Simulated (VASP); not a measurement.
Level of theory: optB88-vdW, VASP's PBE PAW potentials (set 64) (plane waves; VASP 6.6.1).

A VASP calculation is set up with these files.

### KPOINTS
```
Regular mesh
0
Gamma
  5 5 5
```

### INCAR
```
! general
SYSTEM   = BaZrO3
PREC     = Accurate
ENCUT    = 520
LREAL    = F
LASPH    = T

! electronic loop
EDIFF    = 1E-7
NELM     = 100
ALGO     = Normal
LMAXMIX  = 4

! smearing
ISMEAR   = 0
SIGMA    = 0.05

! functional
GGA      = BO
LUSE_VDW = T
AGGAC    = 0.0
PARAM1   = 0.1833333333
PARAM2   = 0.22

! ions
ISIF     = 2

! output
LWAVE    = F
LCHARG   = F
```

**POSCAR**
```
BaZrO3
4.3066910
  0.9999999233   0.0000000000   0.0000000000
  0.0000000000   0.9999999233   0.0000000000
  0.0000000000   0.0000000000   0.9999999233
Ba Zr O
1 1 3
Cartesian
  0.0000000000   0.0000000000   0.0000000000
  0.4999999616   0.4999999616   0.4999999616
  0.4999999616   0.0000000000   0.4999999616
  0.0000000000   0.4999999616   0.4999999616
  0.4999999616   0.4999999616   0.0000000000
```

POTCAR, in this order: Ba_sv Zr_sv O (PBE.64 set). Program: vasp_std.

Output of the run:

### OSZICAR
```
       N       E                     dE             d eps       ncg     rms          rms(c)
DAV:   1     0.346894138441E+03    0.34689E+03   -0.22429E+04   480   0.163E+03
DAV:   2    -0.190010364791E+02   -0.36590E+03   -0.35940E+03   624   0.398E+02
DAV:   3    -0.406605272579E+02   -0.21659E+02   -0.21643E+02   752   0.965E+01
DAV:   4    -0.413482334827E+02   -0.68771E+00   -0.68748E+00   680   0.134E+01
DAV:   5    -0.413676913795E+02   -0.19458E-01   -0.19458E-01   672   0.143E+00    0.261E+01
DAV:   6    -0.329780995544E+02    0.83896E+01   -0.55384E+01   568   0.452E+01    0.115E+01
DAV:   7    -0.328609492259E+02    0.11715E+00   -0.42614E+00   696   0.119E+01    0.668E+00
DAV:   8    -0.328234755663E+02    0.37474E-01   -0.44216E-01   656   0.536E+00    0.678E-01
DAV:   9    -0.328237901209E+02   -0.31455E-03   -0.56019E-02   736   0.143E+00    0.526E-01
DAV:  10    -0.328259513553E+02   -0.21612E-02   -0.17923E-02   648   0.119E+00    0.278E-01
DAV:  11    -0.328254036462E+02    0.54771E-03   -0.32781E-03   648   0.485E-01    0.439E-02
DAV:  12    -0.328254600832E+02   -0.56437E-04   -0.19308E-04   608   0.108E-01    0.298E-02
DAV:  13    -0.328254559276E+02    0.41556E-05   -0.37787E-05   744   0.422E-02    0.515E-03
DAV:  14    -0.328254566014E+02   -0.67380E-06   -0.24339E-06   632   0.126E-02    0.197E-03
DAV:  15    -0.328254565398E+02    0.61656E-07   -0.28040E-07   560   0.366E-03
   1 F= -.32825457E+02 E0= -.32825457E+02  d E =-.298798E-12
```

File OUTCAR:
```
------------------------ aborting loop because EDIFF is reached ----------------------------------------
  FORCE on cell =-STRESS in cart. coord.  units (eV):
  Direction    XX          YY          ZZ          XY          YZ          ZX
  --------------------------------------------------------------------------------------
  Total       -4.0075430     -4.0075430     -4.0075430     -0.0000000     -0.0000000      0.0000000
  in kB      -80.3818007    -80.3818007    -80.3818007     -0.0000000     -0.0000000      0.0000000
  external PRESSURE =     -80.3818007 kB  Pullay stress =       0.0000000 kB
  volume of cell :       79.88
      direct lattice vectors                 reciprocal lattice vectors
     4.306690670  0.000000000  0.000000000     0.232196848  0.000000000  0.000000000
     0.000000000  4.306690670  0.000000000     0.000000000  0.232196848  0.000000000
     0.000000000  0.000000000  4.306690670     0.000000000  0.000000000  0.232196848
 POSITION                                       TOTAL-FORCE (eV/Angst)
 -----------------------------------------------------------------------------------
      0.00000      0.00000      0.00000         0.000000      0.000000      0.000000
      2.15335      2.15335      2.15335         0.000000      0.000000      0.000000
      2.15335      0.00000      2.15335         0.000000      0.000000      0.000000
      0.00000      2.15335      2.15335         0.000000      0.000000      0.000000
      2.15335      2.15335      0.00000         0.000000      0.000000      0.000000
 -----------------------------------------------------------------------------------
    total drift:                                0.000000     -0.000000     -0.000000
  FREE ENERGIE OF THE ION-ELECTRON SYSTEM (eV)
  ---------------------------------------------------
  free  energy   TOTEN  =       -32.8254565398 eV

  energy  without entropy=      -32.8254565398  energy(sigma->0) =      -32.82545654
```
(Selected blocks of OUTCAR.)

### OUTCAR
```
 val. band max:        2.9453614215   @ k =   0.4000   0.4000   0.4000

 cond. band min:       6.0845737416   @ k =   0.0000   0.0000   0.0000


 Fermi energy:         3.1826484145

 k-point     1 :       0.0000    0.0000    0.0000
  band No.  band energies     occupation
      1     -44.5422      2.00000
      2     -22.5831      2.00000
      3     -22.5831      2.00000
      4     -22.5831      2.00000
      5     -22.5408      2.00000
      6     -13.0810      2.00000
      7     -12.7571      2.00000
      8     -12.7571      2.00000
      9      -7.6199      2.00000
     10      -7.6199      2.00000
     11      -7.6199      2.00000
     12       1.4980      2.00000
     13       1.4980      2.00000
     14       1.4980      2.00000
     15       2.1686      2.00000
     16       2.1686      2.00000
     17       2.1686      2.00000
     18       2.7430      2.00000
     19       2.7430      2.00000
     20       2.7430      2.00000
     21       6.0846      0.00000
     22       6.0846      0.00000
     23       6.0846      0.00000
     24       7.6393      0.00000

 k-point     2 :       0.2000    0.0000    0.0000
  band No.  band energies     occupation
      1     -44.5415      2.00000
      2     -22.6927      2.00000
      3     -22.5816      2.00000
      4     -22.5816      2.00000
      5     -22.4739      2.00000
      6     -13.0766      2.00000
      7     -12.7510      2.00000
      8     -12.5740      2.00000
      9      -7.6016      2.00000
     10      -7.6016      2.00000
     11      -7.5713      2.00000
     12       0.9115      2.00000
     13       1.4175      2.00000
     14       1.4175      2.00000
     15       1.8688      2.00000
     16       1.8688      2.00000
     17       1.9397      2.00000
     18       2.0303      2.00000
     19       2.6282      2.00000
     20       2.6282      2.00000
     21       6.1957      0.00000
     22       6.8068      0.00000
     23       6.8068      0.00000
     24       8.1613      0.00000
...
```

Unless said otherwise, spin-orbit coupling is left out, though it shifts the bands of the heavy elements here.

The compound is BaZrO3 in the cubic perovskite structure. This cell is one point of a volume scan, at 1.06 of the reference volume.
